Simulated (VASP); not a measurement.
Crystal: TiN (Osbornite).

```
CELL_PARAMETERS angstrom
0.00000 2.11900 2.11900
2.11900 0.00000 2.11900
2.11900 2.11900 0.00000
ATOMIC_POSITIONS crystal
Ti 0.00000 0.00000 0.00000
N 0.50000 0.50000 0.50000
```

Base run:

| Quantity | Value |
| --- | --- |
| Program | VASP 6.6.1 |
| Functional | r2SCAN |
| Potentials or basis | VASP PAW PBE potentials, release 64 (Ti_sv, N) |
| Cutoff | 520 eV |
| k mesh | 12 × 12 × 12 |
| Occupations | fermi-dirac, width 0.05 eV |
| Spin | collinear spin, ferromagnetic start |
| Starting moments | [1.0, 0.0] μB |

Its results: band gap on the k mesh none (metal or under the smearing width); pressure 0.4 GPa; net moment 0.00 μB per cell.

Q: After a change of settings the same cell gave: band gap on the k mesh none (metal or under the smearing width); pressure -6.2 GPa; net moment 0.00 μB per cell. Which change was it?
A. functional from r2SCAN to LDA; potentials or basis from VASP PAW PBE potentials, release 64 (Ti_sv, N) to VASP PAW LDA potentials, release 64 (Ti_sv, N)
B. functional from r2SCAN to HSE06; k mesh from 12 × 12 × 12 to 7 × 7 × 7
C. functional from r2SCAN to PBE

A: B.

Caveats: some runs use coarse meshes; the PAW data sets were made with another functional, which shifts forces and pressure a little.
